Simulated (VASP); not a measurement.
Given:

```yaml
crystal:
  lattice:
    - [0.00000, 2.57000, 2.57000]
    - [2.57000, 0.00000, 2.57000]
    - [2.57000, 2.57000, 0.00000]
  atoms:
    - { symbol: Be, position: [0.00000, 0.00000, 0.00000] }
    - { symbol: Se, position: [0.25000, 0.25000, 0.25000] }
```

Computed with PBE GGA, VASP's PBE PAW potentials (set 64) (plane waves; VASP). Settings: 400 eV cut-off, 8×8×8 Γ-centred mesh, Gaussian smearing of 0.050 eV, potentials Be Se.

**Question.** Estimate the energy per atom (σ→0), pressure, band gap (on the k-mesh) with the smallest direct gap where there is one.

**Answer.** 
The band gap (on the k-mesh) is 2.62 eV. The smallest direct gap (on the k-mesh) is 4.38 eV. The energy per atom (σ→0) comes out as -4427 meV/atom and the pressure is 1.89 GPa.

Total energies compare only between runs with the same potentials, cut-off and functional.

The compound is BeSe in the zinc blende structure. The cell was not relaxed at this level.
